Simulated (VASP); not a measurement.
# Ca2C (Fm-3m) in VASP: a series of runs, part 2 of 2

VASP 6.6.1.

### 3 Single point, r2SCAN (epitaxial_111 strain +1.1%)

Input file POSCAR:

```
Ca2C
1.0
   -0.0470994558      3.1155824653      3.1155824653
    3.1155824653     -0.0470994558      3.1155824653
    3.1155824653      3.1155824653     -0.0470994558
C Ca
1 2
Direct
    0.0000000000      0.0000000000      0.0000000000
    0.2500000000      0.2500000000      0.2500000000
    0.7500000000      0.7500000000      0.7500000000
```

Input file INCAR.step1:

```
SYSTEM = Ca2C
PREC = Accurate
ENCUT = 520
ISMEAR = 0
SIGMA = 0.01
LREAL = .False.
LASPH = .True.
NELM = 80
NBANDS = 19
GGA = PE
ALGO = Normal
EDIFF = 1E-4
LWAVE = .True.
LCHARG = .False.
```

Input file INCAR.step2:

```
SYSTEM = Ca2C
PREC = Accurate
ENCUT = 520
EDIFF = 1E-6
ISMEAR = 0
SIGMA = 0.01
LREAL = .False.
LASPH = .True.
NELM = 80
ALGO = Normal
ISIF = 2
LWAVE = .False.
LCHARG = .False.
METAGGA = R2SCAN
LMIXTAU = .True.
NBANDS = 19
ISTART = 1
```

Input file KPOINTS:

```
Automatic mesh
0
Gamma
  8 8 8
  0 0 0
```

Potentials or basis: VASP PAW PBE potentials, release 64 (C, Ca_sv).

On the command line:

```bash
$ cat potpaw_PBE.64/C/POTCAR potpaw_PBE.64/Ca_sv/POTCAR > POTCAR
$ cp INCAR.step1 INCAR
$ mpirun -np 1 vasp_std > vasp.out
$ cp INCAR.step2 INCAR
$ mpirun -np 1 vasp_std > vasp.out
```

OUTCAR:

```text
SYSTEM = Ca2C
   PREC = Accurate
   ENCUT = 520
   EDIFF = 1E-6
   ISMEAR = 0
   LREAL = .False.
   LASPH = .True.
   NELM = 80
   ISIF = 2
   METAGGA = R2SCAN
   ISTART = 1

 ion  position               nearest neighbor table
   1  0.000  0.000  0.000-
   2  0.250  0.250  0.250-   3 3.14   3 3.14   3 3.14   3 3.14   3 3.14   3 3.14
   3  0.750  0.750  0.750-   2 3.14   2 3.14   2 3.14   2 3.14   2 3.14   2 3.14

  LATTYP: Found a trigonal (rhomboedric) cell.
 ALAT       =     4.4063507072
 COS(alpha) =     0.4848272162

  Lattice vectors:

 A1 = (  -0.0470994558,   3.1155824653,   3.1155824653)
 A2 = (   3.1155824653,  -0.0470994558,   3.1155824653)
 A3 = (   3.1155824653,   3.1155824653,  -0.0470994558)

Analysis of symmetry for initial positions (statically):
=====================================================================
 Subroutine PRICEL returns:
 Original cell was already a primitive cell.

 Routine SETGRP: Setting up the symmetry group for a
 trigonal (rhombohedral) supercell.

 Subroutine GETGRP returns: Found 12 space group operations
 (whereof 12 operations were pure point group operations)
 out of a pool of 12 trial point group operations.

The static configuration has the point symmetry D_3d.

Analysis of symmetry for dynamics (positions and initial velocities):
=====================================================================
 Subroutine PRICEL returns:
 Original cell was already a primitive cell.

 Routine SETGRP: Setting up the symmetry group for a
 trigonal (rhombohedral) supercell.

 Subroutine GETGRP returns: Found 12 space group operations
 (whereof 12 operations were pure point group operations)
 out of a pool of 12 trial point group operations.

The dynamic configuration has the point symmetry D_3d.

[... 116 lines left out ...]
   EFERMI_NEDOS =   21; number of points for ismear=-14 and -15
   IALGO  =     38    algorithm
   IMIX   =      4    mixing-type and parameters
     AMIX     =   0.40;   BMIX     =  1.00
     AMIX_MAG =   1.60;   BMIX_MAG =  1.00
  volume/ion in A,a.u.               =      20.62       139.14
  Fermi-wavevector in a.u.,A,eV,Ry     =   1.194034  2.256398 19.398076  1.425718
  Thomas-Fermi vector in A             =   2.330034
   LORBIT       =      0    0 simple, 1 ext, 2 COOP (PROOUT), +10 PAW based schemes
   METAGGA = R2SCAN    functional components
   LHFCALC =     F    Hartree Fock is set to
   AEXX    =    0.0000 exact exchange contribution
   IVDW    =     0    specifies the selected vdW correction
   LEPSILON=     F    determine dielectric tensor
   LRPA    =     F    only Hartree local field effects (RPA)
 non-spin polarized calculation
 Gauss-broadening in eV      SIGMA  =   0.01
  energy-cutoff  :      520.00
  volume of cell :       61.86
 maximum number of plane-waves:      1679
 NGX is ok and might be reduce to    36
   NGX = 17   NGY = 17   NGZ = 17

 number of electron      24.0000000 magnetization

 Free energy of the ion-electron system (eV)
  ---------------------------------------------------
  ext. energy  EPLUGINS =         0.00000000
  ---------------------------------------------------
  free energy    TOTEN  =       -23.30050004 eV

  energy without entropy =      -23.30050004  energy(sigma->0) =      -23.30050004

 E-fermi :   3.2721     XC(G=0):  -9.9330

 val. band max:        3.1868139558   @ k =   0.5000   0.5000  -0.0000
 cond. band min:       3.5755091203   @ k =   0.5000   0.5000  -0.0000
 fundamental gap:      0.3886951645
 Fermi energy:         3.2720547815

 k-point     1 :       0.0000    0.0000    0.0000
  band No.  band energies     occupation
      1     -38.8296      2.00000
      2     -38.6280      2.00000
      3     -19.1233      2.00000
      4     -19.1233      2.00000
      5     -19.0932      2.00000
      6     -18.6967      2.00000
[... 505 lines left out ...]
      6     -18.8869      2.00000
[... 11 lines left out ...]
     18       8.5910      0.00000
     19       9.0388      0.00000

 [... further k-points ...]

------------------------ aborting loop because EDIFF is reached ----------------------------------------

  FORCE on cell =-STRESS in cart. coord.  units (eV):
  Direction    XX          YY          ZZ          XY          YZ          ZX
  --------------------------------------------------------------------------------------
  -------------------------------------------------------------------------------------
  Total       -0.0589391     -0.0589391     -0.0589391      0.1111682      0.1111682      0.1111682
  in kB       -1.5266138     -1.5266138     -1.5266138      2.8794263      2.8794263      2.8794263
  external PRESSURE =      -1.5266138 kB  Pullay stress =       0.0000000 kB

 VOLUME and BASIS-vectors are now :
 -----------------------------------------------------------------------------
  energy-cutoff  :      520.00
  volume of cell :       61.86
      direct lattice vectors                 reciprocal lattice vectors
    -0.047099456  3.115582465  3.115582465    -0.156889590  0.159297755  0.159297755
     3.115582465 -0.047099456  3.115582465     0.159297755 -0.156889590  0.159297755
     3.115582465  3.115582465 -0.047099456     0.159297755  0.159297755 -0.156889590

 POSITION                                       TOTAL-FORCE (eV/Angst)
 -----------------------------------------------------------------------------------
      0.00000      0.00000      0.00000         0.000000     -0.000000      0.000000
      1.54602      1.54602      1.54602         0.006413      0.006413      0.006413
      4.63805      4.63805      4.63805        -0.006413     -0.006413     -0.006413
 -----------------------------------------------------------------------------------
    total drift:                                0.000000      0.000000      0.000000

  FREE ENERGIE OF THE ION-ELECTRON SYSTEM (eV)
  ---------------------------------------------------
  free  energy   TOTEN  =       -23.3005000406 eV

  energy  without entropy=      -23.3005000406  energy(sigma->0) =      -23.30050004
```

OSZICAR.step1:

```text
N       E                     dE             d eps       ncg     rms          rms(c)
DAV:   1     0.206140239008E+03    0.20614E+03   -0.12351E+04  2470   0.123E+03
DAV:   2     0.677412978285E+00   -0.20546E+03   -0.20177E+03  2587   0.350E+02
DAV:   3    -0.142561447080E+02   -0.14934E+02   -0.14752E+02  4506   0.733E+01
DAV:   4    -0.147351111973E+02   -0.47897E+00   -0.47833E+00  3500   0.133E+01
DAV:   5    -0.147527197600E+02   -0.17609E-01   -0.17606E-01  3959   0.178E+00    0.895E+00
DAV:   6    -0.123397544219E+02    0.24130E+01   -0.26144E+01  3036   0.128E+01    0.407E+00
DAV:   7    -0.121057460309E+02    0.23401E+00   -0.19948E+00  2962   0.546E+00    0.186E+00
DAV:   8    -0.120662501199E+02    0.39496E-01   -0.20852E-01  3210   0.305E+00    0.466E-01
DAV:   9    -0.120622918360E+02    0.39583E-02   -0.31919E-02  3333   0.769E-01    0.200E-01
DAV:  10    -0.120624949171E+02   -0.20308E-03   -0.22206E-03  3827   0.303E-01    0.481E-02
DAV:  11    -0.120625561095E+02   -0.61192E-04   -0.32251E-04  2706   0.761E-02
   1 F= -.12062556E+02 E0= -.12062556E+02  d E =-.181136E-23
```

Run time: 5 min. Hardware: 1 thread of AMD EPYC 9R45 (Zen 5), shared host; peak memory 0.22 GiB.

What came out:

```yaml
Free_energy: -23.3005 eV
Pressure: -0.2 GPa
Largest_force: 0.011 eV/Å
Band_gap_on_the_k_mesh: 0.39 eV, direct
```

Forces in eV/Å, atoms in the order of the input:
```
C    0.000  0.000  0.000
Ca   0.006  0.006  0.006
Ca  -0.006 -0.006 -0.006
```

Caveat: the PAW data sets were made with another functional, which shifts forces and pressure a little. A k mesh can miss the band edges.

### 4 Single point, PBE (epitaxial_111 strain +1.1%)

Input file INCAR:

```
PREC = Accurate
ENCUT = 520
EDIFF = 1E-6
ISMEAR = -1
SIGMA = 0.02
LREAL = F
LASPH = T
NELM = 100
ALGO = Normal
ISIF = 2
LWAVE = F
LCHARG = F
GGA = PE
NBANDS = 19
```

Input file KPOINTS:

```
Automatic mesh
0
Gamma
  8 8 8
```

POSCAR is that of step 3.

On the command line:

```bash
$ cat potpaw_PBE.64/C/POTCAR potpaw_PBE.64/Ca_sv/POTCAR > POTCAR
$ mpirun -np 1 vasp_std > vasp.out
```

Run time: 55 s. Hardware: 1 thread of AMD EPYC 9R45 (Zen 5), shared host; peak memory 0.2 GiB.

The run converged. Its results:

```
Free energy            : -12.0625 eV
Pressure               : 0.4 GPa
Largest force          : 0.008 eV/Å
Band gap on the k mesh : 0.19 eV, direct
```

Forces in eV/Å, atoms in the order of the input:
```
C    0.000  0.000  0.000
Ca   0.004  0.004  0.004
Ca  -0.004 -0.004 -0.004
```

Stress tensor (GPa, compression positive):
```
0.40 0.24 0.24
0.24 0.40 0.24
0.24 0.24 0.40
```

Levels at points of the mesh, in eV from the valence-band top:
| k point | band 8 | band 9 | band 10 | band 11 | band 12 | band 13 | band 14 | band 15 | band 16 | band 17 |
| --- | --- | --- | --- | --- | --- | --- | --- | --- | --- | --- |
| (0.00, 0.00, 0.00) | -21.08 | -8.38 | -1.09 | -1.09 | -1.01 | 0.75 | 1.85 | 1.85 | 5.71 | 5.71 |
| (0.50, 0.00, 0.00) | -21.29 | -7.78 | -1.98 | -0.44 | -0.39 | 2.72 | 2.91 | 3.03 | 4.05 | 4.37 |
| (0.50, 0.50, 0.00) | -20.97 | -7.63 | -2.02 | -0.05 | 0.00 | 0.19 | 2.45 | 2.67 | 4.69 | 4.70 |
| (0.50, 0.50, 0.50) | -21.31 | -7.75 | -1.88 | -0.43 | -0.43 | 2.57 | 2.91 | 2.91 | 4.08 | 4.45 |

A k mesh can miss the band edges.

### 5 Single point, r2SCAN (epitaxial_xy strain -2.4%)

Input file POSCAR:

```
Ca2C
1.0
    0.0000000000      3.0541201813      3.1395885182
    3.0541201813      0.0000000000      3.1395885182
    3.0541201813      3.0541201813      0.0000000000
C Ca
1 2
Direct
    0.0000000000      0.0000000000      0.0000000000
    0.2500000000      0.2500000000      0.2500000000
    0.7500000000      0.7500000000      0.7500000000
```

Input file INCAR.step1:

```
SYSTEM = Ca2C
  ALGO = Normal
  EDIFF = 1E-4
  ENCUT = 520
  GGA = PE
  ISMEAR = -1
  LASPH = .TRUE.
  LCHARG = .FALSE.
  LREAL = .FALSE.
  LWAVE = .TRUE.
  NBANDS = 19
  NELM = 100
  PREC = Accurate
  SIGMA = 0.02
```

Input file INCAR.step2:

```
SYSTEM = Ca2C
  ALGO = Normal
  EDIFF = 1E-6
  ENCUT = 520
  ISIF = 2
  ISMEAR = -1
  ISTART = 1
  LASPH = .TRUE.
  LCHARG = .FALSE.
  LMIXTAU = .TRUE.
  LREAL = .FALSE.
  LWAVE = .FALSE.
  METAGGA = R2SCAN
  NBANDS = 19
  NELM = 100
  PREC = Accurate
  SIGMA = 0.02
```

Input file KPOINTS:

```
k-points
0
G
  8 8 8
  0 0 0
```

On the command line:

```bash
$ cat potpaw_PBE.64/C/POTCAR potpaw_PBE.64/Ca_sv/POTCAR > POTCAR
$ cp INCAR.step1 INCAR
$ mpirun -np 1 vasp_std > vasp.out
$ cp INCAR.step2 INCAR
$ mpirun -np 1 vasp_std > vasp.out
```

Wall time 3.3 min (1 thread of AMD EPYC 9R45 (Zen 5), shared host); peak memory 0.21 GiB.

It converged, with:

```
Free energy            : -23.2580 eV
Pressure               : 3.2 GPa
Band gap on the k mesh : 0.20 eV, direct
```

Stress tensor (GPa, compression positive):
```
4.59 0.00 0.00
0.00 4.59 0.00
0.00 0.00 0.50
```

Levels at points of the mesh, in eV from the valence-band top:
```tsv
k point	band 8	band 9	band 10	band 11	band 12	band 13	band 14	band 15	band 16	band 17
(0.00, 0.00, 0.00)	-21.78	-9.11	-1.37	-1.25	-1.25	1.18	2.09	2.09	6.17	6.56
(0.50, 0.00, 0.00)	-22.02	-8.46	-2.03	-0.61	-0.49	3.00	3.24	3.39	4.88	4.92
(0.50, 0.50, 0.00)	-21.66	-8.33	-2.17	0.00	0.00	0.20	2.94	3.08	5.40	5.40
(0.50, 0.00, 0.50)	-21.66	-8.32	-2.07	-0.13	-0.07	0.32	2.85	3.10	5.06	5.26
```

Caveat: the PAW data sets were made with another functional, which shifts forces and pressure a little. A k mesh can miss the band edges.

### 6 Overview

| level | cell | smearing | gap on the mesh (eV) | pressure (GPa) | largest force (eV/Å) |
| --- | --- | --- | --- | --- | --- |
| PBE | hydrostatic strain +2.5% | fermi-dirac 0.02 eV | 0.28 | -2.7 | - |
| r2SCAN | epitaxial_111 strain +1.1% | gaussian 0.01 eV | 0.39 | -0.2 | 0.01 |
| PBE | epitaxial_111 strain +1.1% | fermi-dirac 0.02 eV | 0.19 | 0.4 | 0.01 |
| r2SCAN | epitaxial_xy strain -2.4% | fermi-dirac 0.02 eV | 0.20 | 3.2 | - |

Alike in all rows: task single point; potentials or basis VASP PAW PBE potentials, release 64 (C, Ca_sv); no spin polarisation; k mesh 8 × 8 × 8; cutoff (eV) 520.

Caveats: the PAW data sets were made with another functional, which shifts forces and pressure a little (some runs).

Absolute energies hang on the potentials; compare differences alone.
